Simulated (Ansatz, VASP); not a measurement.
## MgV: VASP beside Ansatz

One calculation is typed for both programs; each brings its own data sets and cutoff. How far apart do they land? The cell is generated by rule, not measured, and may not be a known phase. The cell is taken from a series of VASP runs on this material, whose earlier steps may have relaxed, scaled or displaced it; both programs get it as it stands.

Program: Ansatz 0.2.0. Level of theory: plane waves, with VASP 6.6.1 beside it; single point at PBE. Results are calculated unless marked as measured.

## Step 1: The structure

Symmetry: P6/mmm, No. 191, hexagonal system. The conventional cell has a = 2.757 Å, b = 2.757 Å, c = 5.360 Å, α = 90.00°, β = 90.00°, γ = 120.00°. Nearest to Mg lie 2 V at 2.68 Å and 6 Mg at 2.76 Å. V has 2 Mg at 2.68 Å and 6 V at 2.76 Å nearest. Farther neighbours are not listed.

As a file:

```cif
data_structure
_symmetry_space_group_name_H-M 'P 1'
_symmetry_Int_Tables_number 1
_cell_length_a 2.7572
_cell_length_b 2.7572
_cell_length_c 5.3603
_cell_angle_alpha 90.000
_cell_angle_beta 90.000
_cell_angle_gamma 120.000
_cell_volume 35.29
loop_
_atom_site_label
_atom_site_type_symbol
_atom_site_fract_x
_atom_site_fract_y
_atom_site_fract_z
_atom_site_occupancy
Mg1 Mg 0.00000 0.00000 0.50000 1
V2 V 0.00000 0.00000 0.00000 1
```

## Step 2: VASP: single point, PBE

A single point gives forces, pressure and levels at one fixed geometry, so differences don't come from the geometry; what else differs is listed under the comparison.

Lines of VASP's logs that name or quote its potential files are left out, and so is its time.

File INCAR:

```
SYSTEM = MgV
PREC = Accurate
ENCUT = 400
EDIFF = 1E-06
NELM = 100
ISMEAR = -1
SIGMA = 0.05
LREAL = .FALSE.
ALGO = Normal
GGA = PE
ISPIN = 2
MAGMOM = 0 2
LMAXMIX = 4
LORBIT = 11
LWAVE = .FALSE.
LCHARG = .FALSE.
ISIF = 2
```

File POSCAR:

```
MgV
1.0
    2.7572315769      0.0000000000      0.0000000000
   -1.3786157885      2.3878325848      0.0000000000
    0.0000000000      0.0000000000      5.3603413671
Mg V
1 1
Direct
    0.0000000000      0.0000000000      0.5000000000
    0.0000000000      0.0000000000      0.0000000000
```

File KPOINTS:

```
Automatic mesh
0
Gamma
9 9 4
0 0 0
```

PAW data sets: Mg and V_sv (PBE family, release 64).

On the command line:

```
mpirun -np 1 vasp_std
```

Numbers of over 12 decimals in the logs are rounded to 6 here.

Output:

```text
[banner, memory and clock lines left out]
running    1 mpi-ranks, on    1 nodes
 distrk:  each k-point on    1 cores,    1 groups
 distr:  one band on    1 cores,    1 groups

 POSCAR found type information on POSCAR MgV
 POSCAR found :  2 types and       2 ions
 LDA part: xc-table for (Slater+PW92), standard interpolation
 POSCAR, INCAR and KPOINTS ok, starting setup
 FFT: planning ... GRIDC
 FFT: planning ... GRID_SOFT
 FFT: planning ... GRID
 WAVECAR not read
 entering main loop
       N       E                     dE             d eps       ncg     rms          rms(c)
DAV:   1     0.754283431494E+02    0.75428E+02   -0.67200E+03  1856   0.975E+02
DAV:   2    -0.801627170837E+01   -0.83445E+02   -0.79916E+02  1800   0.285E+02
DAV:   3    -0.978111301627E+01   -0.17648E+01   -0.16918E+01  2036   0.444E+01
DAV:   4    -0.980313009738E+01   -0.22017E-01   -0.21961E-01  1808   0.452E+00
DAV:   5    -0.980339952693E+01   -0.26943E-03   -0.26941E-03  1960   0.530E-01    0.139E+01
DAV:   6    -0.928354734152E+01    0.51985E+00   -0.93090E+00  1884   0.341E+01    0.571E+00
DAV:   7    -0.893434010708E+01    0.34921E+00   -0.22567E+00  1848   0.156E+01    0.243E+00
DAV:   8    -0.888505440665E+01    0.49286E-01   -0.24531E-01  1804   0.533E+00    0.719E-01
DAV:   9    -0.888287426688E+01    0.21801E-02   -0.12580E-02  1848   0.116E+00    0.475E-01
DAV:  10    -0.888324254783E+01   -0.36828E-03   -0.10894E-03  1820   0.380E-01    0.215E-01
DAV:  11    -0.888315202741E+01    0.90520E-04   -0.56157E-04  1788   0.324E-01    0.455E-02
DAV:  12    -0.888317470406E+01   -0.22677E-04   -0.72809E-05  1828   0.873E-02    0.166E-02
DAV:  13    -0.888317370806E+01    0.99599E-06   -0.49059E-06  1796   0.278E-02
   1 F= -.88831737E+01 E0= -.88745883E+01  d E =-.171709E-01  mag=     1.0091
```

OUTCAR, selected parts (step 2):

```text
ion  position               nearest neighbor table
   1  0.000  0.000  0.500-   2 2.68   2 2.68
   2  0.000  0.000  0.000-   1 2.68   1 2.68

  LATTYP: Found a hexagonal cell.
 ALAT       =     2.7572315769
 C/A-ratio  =     1.9441027050

 Subroutine GETGRP returns: Found 24 space group operations
 (whereof 24 operations were pure point group operations)

The static configuration has the point symmetry D_6h.

 Found     36 irreducible k-points:

   k-points           NKPTS =     36   k-points in BZ     NKDIM =     36   number of bands    NBANDS=     12

   dimension x,y,z NGX =    18 NGY =   18 NGZ =   36
   dimension x,y,z NGXF=    36 NGYF=   36 NGZF=   72

   ENCUT  =  400.0 eV  29.40 Ry    5.42 a.u.   4.50  4.50  8.74*2*pi/ulx,y,z

   NELECT =      15.0000    total number of electrons

 k-points in reciprocal lattice and weights: Automatic mesh
   0.00000000  0.00000000  0.00000000       0.003
   0.11111111  0.00000000  0.00000000       0.019
   0.22222222  0.00000000  0.00000000       0.019
   0.33333333 -0.00000000  0.00000000       0.019
   0.44444444  0.00000000  0.00000000       0.019
   0.11111111  0.11111111  0.00000000       0.019
   0.22222222  0.11111111  0.00000000       0.037
   0.33333333  0.11111111  0.00000000       0.037
   0.44444444  0.11111111  0.00000000       0.019
[...]
0.33333333  0.22222222  0.50000000       0.037
   0.33333333  0.33333333  0.50000000       0.006

 average (electrostatic) potential at core
       1 -36.0416       2 -74.8176

 E-fermi :   5.5753

 spin component 1
 k-point     1 :       0.0000    0.0000    0.0000
  band No.  band energies     occupation
    ...
      3     -32.4279      1.00000
      4     -32.4279      1.00000
      5      -1.7403      1.00000
      6       2.3478      1.00000
      7       3.5031      1.00000
      8       5.6807      0.10838
      9       5.6807      0.10838
     10       6.4967      0.00000
     11       7.1139      0.00000
     12       7.1139      0.00000

 k-point     2 :       0.1111    0.0000    0.0000
  band No.  band energies     occupation
    ...
      4     -32.4414      1.00000
      5      -1.4023      1.00000
      6       2.6878      1.00000
      7       3.5834      1.00000
      8       5.4732      0.88520
      9       5.9160      0.00110
     10       6.6144      0.00000
     11       7.0535      0.00000
     12       7.1542      0.00000

 k-point     3 :       0.2222    0.0000    0.0000
  band No.  band energies     occupation
    ...
      4     -32.4757      1.00000
      5      -0.4207      1.00000
      6       3.4747      1.00000
      7       3.7458      1.00000
      8       5.1353      0.99985
      9       6.5550      0.00000
     10       6.9031      0.00000
     11       6.9778      0.00000
     12       7.4264      0.00000

 k-point     4 :       0.3333   -0.0000    0.0000
  band No.  band energies     occupation
    ...
      4     -32.5147      1.00000
      5       1.1001      1.00000
      6       3.7256      1.00000
      7       3.8450      1.00000
      8       5.4133      0.96227
      9       6.7365      0.00000
     10       7.3795      0.00000
     11       7.7756      0.00000
     12       8.1987      0.00000

 k-point     5 :       0.4444    0.0000    0.0000
  band No.  band energies     occupation
    ...
      4     -32.5398      1.00000
      5       2.7379      1.00000
      6       3.7874      1.00000
      7       3.8607      1.00000
      8       5.0911      0.99994
      9       6.6300      0.00000
     10       7.9979      0.00000
     11       8.8452      0.00000
     12       9.2229      0.00000

 k-point     6 :       0.1111    0.1111    0.0000
  band No.  band energies     occupation
    ...
      4     -32.4710      1.00000
      5      -0.7416      1.00000
      6       3.2935      1.00000
      7       3.7085      1.00000
      8       5.1222      0.99988
      9       6.3630      0.00000
     10       6.8895      0.00000
     11       6.9055      0.00000
     12       7.3492      0.00000

  Total        0.0102869      0.0102869      0.0060577     -0.0000000      0.0000000      0.0000000
  in kB        0.4670082      0.4670082      0.2750124     -0.0000000      0.0000000      0.0000000
  external PRESSURE =       0.4030096 kB  Pullay stress =       0.0000000 kB

  energy-cutoff  :      400.00
  volume of cell :       35.29
      direct lattice vectors                 reciprocal lattice vectors
     2.757231577  0.000000000  0.000000000     0.362682630  0.209394915  0.000000000
    -1.378615789  2.387832585  0.000000000     0.000000000  0.418789829  0.000000000
     0.000000000  0.000000000  5.360341367     0.000000000  0.000000000  0.186555283

 POSITION                                       TOTAL-FORCE (eV/Angst)
 -----------------------------------------------------------------------------------
      0.00000      0.00000      2.68017         0.000000      0.000000      0.000000
      0.00000      0.00000      0.00000        -0.000000      0.000000      0.000000
 -----------------------------------------------------------------------------------
    total drift:                               -0.000000      0.000000     -0.000000

  FREE ENERGIE OF THE ION-ELECTRON SYSTEM (eV)
  ---------------------------------------------------
  free  energy   TOTEN  =        -8.8831737081 eV

  energy  without entropy=       -8.8660028383  energy(sigma->0) =       -8.87458827

 total charge
# of ion       s       p       d       tot
------------------------------------------
    1        0.232   0.177   0.024   0.433
    2        2.294   6.133   2.994  11.421
--------------------------------------------------
tot          2.527   6.310   3.018  11.854

 magnetization (x)
# of ion       s       p       d       tot
------------------------------------------
    1        0.001   0.001   0.001   0.003
    2        0.010   0.034   0.817   0.860
--------------------------------------------------
tot          0.011   0.035   0.818   0.863

[... 6 further parts left out ...]
```

The run ends at a pressure of 0.04 GPa.

## Step 3: Ansatz: single point, PBE

Ansatz runs on its default PAW (the set named soft_2) files.

The same cell, functional, mesh and smearing now go to Ansatz, which takes its cutoff from its data sets.

File input.yaml:

```yaml
crystal:
  lattice:
    - [2.7572315769, 0.0, 0.0]
    - [-1.3786157885, 2.3878325848, 0.0]
    - [0.0, 0.0, 5.3603413671]
  atoms:
    - { symbol: Mg, position: [0.0, 0.0, 0.5] }
    - { symbol: V, position: [0.0, 0.0, 0.0], spin: 2.0 }
hamiltonian:
  xc: pbe
  pseudopotentials: { kind: paw }
magnetization:
  spin_polarized: true
kpoints:
  mp_grid: { grid: [9, 9, 4] }
scf:
  occupations: { method: fermi_dirac, width: 0.05 }
  n_extra_bands: 4
output:
  forces: true
  stress: true
  eigenvalues: true
```

On the command line:

```
ansatz run input.yaml --threads 2 --pin off --max-ram 4608MiB --backend cpu --events-out ev --progress --plain --runs-dir out
```

Output:

```text
Warning: the band count 16 (scf.n_extra_bands) hosts the net moment |M| = 2.0000 μB (N_el = 23) but caps the reachable moment at 2·n_bands − N_el = 9.0000 μB, below the 17 bands that the automatic rule leaves for it — a moment growing past the seed, or the majority channel's smearing tail, pins there with fewer empty majority states than that count leaves; raise or omit scf.n_extra_bands unless the cap is intended
scf.n_extra_bands = 4 over 12 filled bands (N_el = 23.0): the run solves 16 bands
Engine: ansatz 0.2.0, aarch64-unknown-linux-gnu
Pseudopotentials: kind: paw
Pseudopotential: Mg, paw, valence charge 10, recommended cutoff 420 eV (normal), Mg.paw.azcp
Pseudopotential: V, paw, valence charge 13, recommended cutoff 420 eV (normal), V.paw.azcp
Functional definition: PBE
  parameter kappa = 0.804
  parameter beta = 0.066725
  exchange = pbe_x(kappa = kappa, mu = beta*pi^2/3)
  correlation = pbe_c(beta = beta)
Crystal: 2 atoms, lattice volume = 35.291 Å³
Basis set: ecut = 420 eV, 671 PW (Γ), exchange–correlation on 40×40×72 points (8 copies of the dense FFT grid, shifted against one another)
Bands: 16, of which v1, the nominal top of the filled ones, is band 12 counted from 1 (11 counted from 0)
Symmetry: 24 space group operations
Space group: P6/mmm (ITA 191), of the structure as read, at distance tolerance 3.3e-5 Å
Magnetic group: BNS 191.233 (UNI 1463), of the structure as read, at distance tolerance 3.3e-5 Å
k-points: 36 of 324
Non-local potential: Mg, projectors of the file, l = 0: 3, l = 1: 2, l = 2: 1
Non-local potential: V, projectors of the file, l = 0: 3, l = 1: 2, l = 2: 3, l = 3: 1
PAW form: soft (Blöchl's): semilocal exchange-correlation on the pseudo side does not see the compensation charge
PAW one-centre angular grid: Mg, 110 points (default); XC on 64 Gauss nodes
PAW one-centre angular grid: V, 590 points (default); XC on 64 Gauss nodes
Initial density: superposition of atomic densities (chi_scale 0.1, normalization cell)
Starting moments: Σ|m| = 2 μB on 1 of 2 sites
Initial wavefunctions: pseudopotential atomic-orbital guess
Functional: x = pbe(κ = 0.804, μ = 0.219515), c = pbe(β = 0.066725)
SCF iter   1: F=—  HF=-4835.095325 eV  |F-HF|=—  |Δ(HF+E_count)|=         —  Δρ=6.96e-2 (↑6.96e-2 ↓5.21e-2)  dr2=1.76e0  dr2_m=1.05e0  M=0.815 μB ∫|m|=0.859 μB  β_m=0.30  ethr=3.10e-3  ⟨swp⟩=5.2  Hψ=5007  notcnv=0
Mixer restart at iter 1: flushing history
preconditioner: auto → none  [metal: Δε(μ)=0.048 eV  Ē_g=4.363 eV  σ=0.050 eV  W_gap=0.23  n_scr=4 (ndim 8)  ℏωp=16.5 eV  f_vac=0.000  D(μ)=2.00/eV (n_scr^D=22)  sad-step TF]
SCF iter   2: F=—  HF=-4834.780482 eV  |F-HF|=—  |Δ(HF+E_count)|=   3.15e-1  Δρ=4.09e-2 (↑4.09e-2 ↓3.76e-2)  dr2=1.36e0  dr2_m=4.09e-1  M=0.920 μB ∫|m|=0.973 μB  β_m=0.57  ethr=3.10e-3  ⟨swp⟩=2.0  Hψ=1994  notcnv=0
SCF iter   3: F=—  HF=-4835.066986 eV  |F-HF|=—  |Δ(HF+E_count)|=   2.87e-1  Δρ=4.82e-2 (↑4.82e-2 ↓1.86e-2)  dr2=4.06e0  dr2_m=8.90e-2  M=0.786 μB ∫|m|=0.827 μB  β_m=0.39  ethr=3.10e-3  ⟨swp⟩=3.2  Hψ=2300  notcnv=0
SCF iter   4: F=—  HF=-4834.590915 eV  |F-HF|=—  |Δ(HF+E_count)|=   4.76e-1  Δρ=5.17e-3 (↑5.17e-3 ↓2.79e-3)  dr2=2.04e-2  dr2_m=1.05e-3  M=0.998 μB ∫|m|=1.056 μB  β_m=0.55  ethr=3.10e-3  ⟨swp⟩=2.5  Hψ=2255  notcnv=0
SCF iter   5: F=—  HF=-4834.596901 eV  |F-HF|=—  |Δ(HF+E_count)|=   5.99e-3  Δρ=1.37e-3 (↑1.37e-3 ↓9.77e-4)  dr2=1.19e-3  dr2_m=1.61e-4  M=0.991 μB ∫|m|=1.051 μB  β_m=0.63  ethr=8.88e-5  ⟨swp⟩=2.2  Hψ=2223  notcnv=0
SCF iter   6: F=—  HF=-4834.597407 eV  |F-HF|=—  |Δ(HF+E_count)|=   5.06e-4  Δρ=8.42e-4 (↑8.42e-4 ↓4.21e-4)  dr2=1.17e-4  dr2_m=1.11e-4  M=1.003 μB ∫|m|=1.064 μB  β_m=0.68  ethr=5.19e-6  ⟨swp⟩=2.3  Hψ=1665  notcnv=0
SCF iter   7: F=—  HF=-4834.597448 eV  |F-HF|=—  |Δ(HF+E_count)|=   4.11e-5  Δρ=2.58e-4 (↑2.58e-4 ↓1.76e-4)  dr2=1.54e-5  dr2_m=1.49e-5  M=1.007 μB ∫|m|=1.069 μB  β_m=0.80  ethr=5.09e-7  ⟨swp⟩=2.0  Hψ=1585  notcnv=0
SCF iter   8: F=—  HF=-4834.597463 eV  |F-HF|=—  |Δ(HF+E_count)|=   1.47e-5  Δρ=7.57e-5 (↑7.57e-5 ↓4.56e-5)  dr2=2.63e-6  dr2_m=9.54e-7  M=1.010 μB ∫|m|=1.073 μB  β_m=0.90  ethr=6.72e-8  ⟨swp⟩=2.0  Hψ=1542  notcnv=0
SCF iter   9: F=—  HF=-4834.597465 eV  |F-HF|=—  |Δ(HF+E_count)|=   1.99e-6  Δρ=1.65e-5 (↑1.65e-5 ↓1.14e-5)  dr2=8.38e-8  dr2_m=5.34e-8  M=1.010 μB ∫|m|=1.074 μB  β_m=0.92  ethr=1.15e-8  ⟨swp⟩=2.3  Hψ=1746  notcnv=0
SCF iter  10: F=—  HF=-4834.597465 eV  |F-HF|=—  |Δ(HF+E_count)|=   7.21e-8  Δρ=4.87e-6 (↑4.87e-6 ↓2.79e-6)  dr2=6.37e-9  dr2_m=3.21e-9  M=1.011 μB ∫|m|=1.075 μB  β_m=0.86  ethr=3.64e-10  ⟨swp⟩=2.0  Hψ=1985  notcnv=0
SCF iter  11: F=-4834.597465 eV  HF=-4834.597465 eV  |F-HF|=1.82e-11  |Δ(HF+E_count)|=   3.45e-9  Δρ=6.94e-7 (↑6.49e-7 ↓6.94e-7)  dr2=2.78e-10  dr2_m=7.28e-11  M=1.011 μB ∫|m|=1.075 μB  ethr=2.77e-11  ⟨swp⟩=2.0  Hψ=3587  notcnv=0
SCF 1 converged in 11 iterations: F = -4834.597465 eV  dr2 = 2.78e-10
  greatest PAW one-centre occupation: 1.000 electrons in one spin orbital (limit 2), on the Mg atom at site 0 (counted from 0), in its partial waves of l = 0
SCF converged after 11 iterations
Magnetization: 1.0105 μB (12.0053 up, 10.9947 down)
Absolute magnetization: 1.0747 μB (∫|ρ↑−ρ↓|, with the PAW one-centre terms)
Spin contamination: 0.0156 ħ² per cell (⟨S²⟩ above its minimum at these occupations)
Per-site moments (μB) at R_I (Å): [(0.00630391, 1.105570), (0.839159, 1.105570)]
Free energy (F): -4834.597465 eV
Harris-Foulkes:  -4834.597465 eV  (|F-HF|=1.82e-11)
Internal energy: -4834.581788 eV  (E = F + TS)
E sigma→0 (E₀):  -4834.589626 eV
Entropy (-TS):   -0.015677 eV (-7.839 meV/atom)
Fermi energy:    10.145191 eV
--- Per-component energies (eV) ---
  E_band       = -542.945848
  E_kinetic    = 408.904593
  E_local      = -2688.564757  (includes V_loc(G=0)·N_el)
  E_nonlocal   = 52.136993
  E_hartree    = 1055.130858
  E_xc         = -157.888304
  E_vxc        = -200.667373  (∫ρ·V_xc dr)
  E_paw        = -1405.022884  (= ΣΔE_a)
  E_vpaw       = -225.016982  (= ΣTr[D̂ρ^β])
  E_aug_tail   = 0.000272  (compensation charges beyond the density's cutoff)
  E_ewald      = -2099.278558
  E_smearing   = -0.015677  (= −TS)
  E_closure    = 0.000000  (closes the sum)
  Σ components = -4834.597465   (vs F -4834.597465, Δ=0.00e0)
--- Forces (eV/Å), atoms counted from 1 ---
  atom   1  Mg    -0.00000000     0.00000000     0.00000000
  atom   2  V     -0.00000000    -0.00000000     0.00000000
  max |Σ_I F_I| component: 2.05e-32 eV/Å
--- Stress (GPa, compression-positive) ---
        0.574908      -0.000000      -0.000000
        0.000000       0.574908      -0.000000
       -0.000000      -0.000000       0.673000
  P = ⅓ Tr σ = 0.6076 GPa (6.076 kbar)
--- Band table (eV; the first three rows and the last of 72) ---
  k-point 0 ↑: bands = [... 8 lower, 2.8240, 6.8922, 8.0686, 10.2432, 10.2432, 11.0345, 11.7362, 11.7362]
  k-point 1 ↑: bands = [... 8 lower, 3.1545, 5.8569, 8.0870, 10.2439, 10.2439, 11.7371, 11.7371, 12.5446]
  k-point 2 ↑: bands = [... 8 lower, 3.7991, 4.7331, 8.0949, 10.2447, 10.2447, 11.7381, 11.7381, 14.5170]
  k-point 35 ↓: bands = [... 8 lower, 9.3546, 9.3546, 9.9522, 9.9522, 11.0843, 12.9200, 12.9200, 14.1673]
```

Wall time 2.7 s (2 threads of Arm Neoverse V1, shared host); peak memory 0.31 GiB; 4.3 s of CPU time.

The run ends at a pressure of 0.61 GPa.

## Step 4: Differences

Known differences besides the potentials themselves: the data sets hold 23 valence electrons in Ansatz (default PAW (the set named soft_2) files) and 15 in VASP; the cutoff is 420 eV in Ansatz and 400 eV in VASP; VASP leaves aspherical gradient terms in its spheres out (LASPH is not set), Ansatz keeps them; site moments are counted in spheres of each program's own size. Total energies have different zeros and are not compared.

Compared:

```tsv
quantity	Ansatz	VASP	difference
pressure (GPa)	0.61	0.04	+0.57
total moment (μB)	1.01	1.01	0.00
moment on V2 (μB)	0.84	0.86	-0.02
```

## Step 5: What came out

- difference in total moment (single point, PBE): 0.0014 μB
- difference in pressure (single point, PBE): 0.57 GPa

The difference in pressure is 0.57 GPa (single point, PBE), within the 1 GPa picked in this series as the mark of a large difference. Such differences can come from data sets, numerical settings and the points named under the comparisons, not from the functional's error against experiment.

[Lines on the potential files, build, host, timing and source positions are cut from VASP's logs without a mark.]

[Logs are printed without paths, hosts, clocks, repeated set-up lines and the standing remarks that a program may print on its own settings, such as how far it seeks lower states.]

[Hosts, paths, dates, database ids (printed as entryN), source tags and the programs' standing remarks are cut or masked in the printed files.]
